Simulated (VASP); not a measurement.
Here is the system:

```yaml
crystal:
  lattice:
    - [3.31500, 0.00000, 0.00000]
    - [0.00000, 3.31500, 0.00000]
    - [0.00000, 0.00000, 3.31500]
  atoms:
    - { symbol: In, position: [0.50000, 0.50000, 0.50000] }
    - { symbol: Pd, position: [0.00000, 0.00000, 0.00000] }
```
Cell charge -0.02.

Method: PBE GGA, VASP's PBE PAW potentials (set 64) (plane waves; VASP 6.6.1). Numerical set-up: NELECT = 23.02, 400 eV cut-off, 10×10×10 Γ-centred mesh, Gaussian smearing of 0.050 eV, potentials In_d Pd.

The cell is charged, with a uniform compensating background. Unless said otherwise, spin-orbit coupling is left out, though it shifts the bands of the heavy elements here.

**Question.** What does the run give for the energy per atom (σ→0), band gap (on the k-mesh) with the smallest direct gap where there is one?

**Answer.** 
- band gap (on the k-mesh): none (metal, semimetal or under 0.01 eV)
- energy per atom (σ→0): -4.274 eV/atom

Total energies compare only between runs with the same potentials, cut-off and functional.

The compound is PdIn in the CsCl type structure. The cell was not relaxed at this level. The run is one of a series of settings (ISMEAR = 0, NELECT = 23.02, SIGMA = 0.05 against the base run), some of them coarse on purpose. The electron count is odd and the run is not spin-polarised, which forces a metal.
